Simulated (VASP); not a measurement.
An input for Quantum ESPRESSO's pw.x (written as the equivalent of a VASP run, and not itself run):

```
&CONTROL
  calculation = 'scf'
  pseudo_dir = './pseudo'
  outdir = './out'
  tprnfor = .true.
  tstress = .true.
/
&SYSTEM
  ibrav = 0
  nat = 2
  ntyp = 1
  ecutwfc = 78
  occupations = 'tetrahedra'
  input_dft = 'vdw-df-ob86'
/
&ELECTRONS
  conv_thr = 7.3e-09
  electron_maxstep = 100
/
ATOMIC_SPECIES
  Ge 72.630 Ge.upf
CELL_PARAMETERS angstrom
     0.0000000    2.8548450    2.8548450
     2.8548450    0.0000000    2.8548450
     2.8548450    2.8548450   -0.0000000
ATOMIC_POSITIONS crystal
  Ge   0.0000000  0.0000000  0.0000000
  Ge   0.2500000  0.2500000  0.2500000
K_POINTS automatic
  12 12 12 0 0 0
```

Question: Write the VASP files for the same calculation (optB86b-vdW).

Answer: One answer among several that fit: 
### KPOINTS
```
Regular mesh
0
G
  12 12 12
0 0 0
```

### INCAR
```
NEDOS  =  601
ALGO  =  Normal   # blocked Davidson
GGA  =  MK
PREC  =  Accurate
EDIFF  =  1E-7
ISMEAR  =  -5   # tetrahedra, Bloechl
ISIF  =  2
PARAM2  =  1.0
ENCUT  =  520
AGGAC  =  0.0
LMAXMIX  =  4   # l cut-off of mixed one-centre charges
SYSTEM  =  Ge
LREAL  =  .FALSE.
LORBIT  =  11   # lm-projected
LASPH  =  .TRUE.   # aspherical one-centre terms
NELM  =  100   # most electronic steps
LCHARG  =  .TRUE.
LUSE_VDW  =  .TRUE.
LWAVE  =  .FALSE.
PARAM1  =  0.1234
```

POSCAR:
```
Ge
1.0
  0.0000000000   2.8548450146   2.8548450146
  2.8548450146   0.0000000000   2.8548450146
  2.8548450146   2.8548450146   0.0000000000
Ge
2
direct
  0.0000000000   0.0000000000   0.0000000000
  0.2500000000   0.2500000000   0.2500000000
```

POTCAR, in this order: Ge_d (PBE.64 set). Program: vasp_std.

Limits of the translation: the potentials are each code's own (VASP's PAW set, PseudoDojo norm-conserving files in pw.x), so ENCUT and ecutwfc are chosen apart and not converted; conv_thr bounds pw.x's estimated SCF error, while EDIFF bounds the energy change between steps.

The compound is Ge in the diamond structure. It was relaxed first.
